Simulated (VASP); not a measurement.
An input for Quantum ESPRESSO's pw.x (written as the equivalent of a VASP run, and not itself run):

```
&CONTROL
  calculation = 'scf'
  pseudo_dir = './pseudo'
  outdir = './out'
  tprnfor = .true.
  tstress = .true.
/
&SYSTEM
  ibrav = 0
  nat = 12
  ntyp = 2
  ecutwfc = 98
  occupations = 'smearing'
  smearing = 'methfessel-paxton'
  degauss = 0.003675
  input_dft = 'pz'
/
&ELECTRONS
  conv_thr = 7.3e-08
  electron_maxstep = 100
/
ATOMIC_SPECIES
  Si 28.085 Si.upf
  Ni 58.693 Ni.upf
CELL_PARAMETERS angstrom
     4.8730450    0.0000000    0.0000000
     0.0000000    3.6555500    0.0000000
     0.0000000    0.0000000    6.9229470
ATOMIC_POSITIONS crystal
  Si   0.2908000  0.2500000  0.6133400
  Si   0.7092000  0.7500000  0.3866600
  Si   0.2092000  0.7500000  0.1133400
  Si   0.7908000  0.2500000  0.8866600
  Ni   0.4578800  0.2500000  0.2927500
  Ni   0.5421200  0.7500000  0.7072500
  Ni   0.0421200  0.7500000  0.7927500
  Ni   0.9578800  0.2500000  0.2072500
  Ni   0.3288500  0.2500000  0.9395500
  Ni   0.6711500  0.7500000  0.0604500
  Ni   0.1711500  0.7500000  0.4395500
  Ni   0.8288500  0.2500000  0.5604500
K_POINTS automatic
  2 2 2 1 1 1
```

Question: Write the VASP files for the same calculation (LDA).

Answer: Several could match; the one computed here: 
File POSCAR:
```
SiNi2
1
    4.8730450000     0.0000000000     0.0000000000
    0.0000000000     3.6555500000     0.0000000000
    0.0000000000     0.0000000000     6.9229470000
Si Ni
4 8
Direct
  0.2908000000   0.2500000000   0.6133400000
  0.7092000000   0.7500000000   0.3866600000
  0.2092000000   0.7500000000   0.1133400000
  0.7908000000   0.2500000000   0.8866600000
  0.4578800000   0.2500000000   0.2927500000
  0.5421200000   0.7500000000   0.7072500000
  0.0421200000   0.7500000000   0.7927500000
  0.9578800000   0.2500000000   0.2072500000
  0.3288500000   0.2500000000   0.9395500000
  0.6711500000   0.7500000000   0.0604500000
  0.1711500000   0.7500000000   0.4395500000
  0.8288500000   0.2500000000   0.5604500000
```

### KPOINTS
```
Automatic mesh
0
Gamma
2 2 2
0.5 0.5 0.5
```

### INCAR
```
SYSTEM = SiNi2
PREC = Accurate
ENCUT = 150
EDIFF = 1E-6
NELM = 100
ALGO = Normal
LREAL = .FALSE.
LASPH = .TRUE.
ISMEAR = 1
SIGMA = 0.05
LMAXMIX = 4
LWAVE = .FALSE.
LCHARG = .FALSE.
ISIF = 2
```

POTCAR, in this order: Si Ni (LDA.64 set). Program: vasp_std.

What does not carry over: the potentials are each code's own (VASP's PAW set, PseudoDojo norm-conserving files in pw.x), so ENCUT and ecutwfc are chosen apart and not converted; conv_thr bounds pw.x's estimated SCF error, while EDIFF bounds the energy change between steps.

The structure comes from a computed database's SiNi2 entry; how it stands against other phases isn't given here. The cell was not relaxed at this level. The k-mesh is coarse (spacing up to 0.86 per Å, 2π included), so the numbers may not be converged in it. The run is one of a series of settings (ENCUT = 150, GGA removed, KPOINTS 2×2×2 Γ-centred mesh shifted by (0.5, 0.5, 0.5), POTCAR Si Ni (LDA.64 set) against the base run), some of them coarse on purpose.
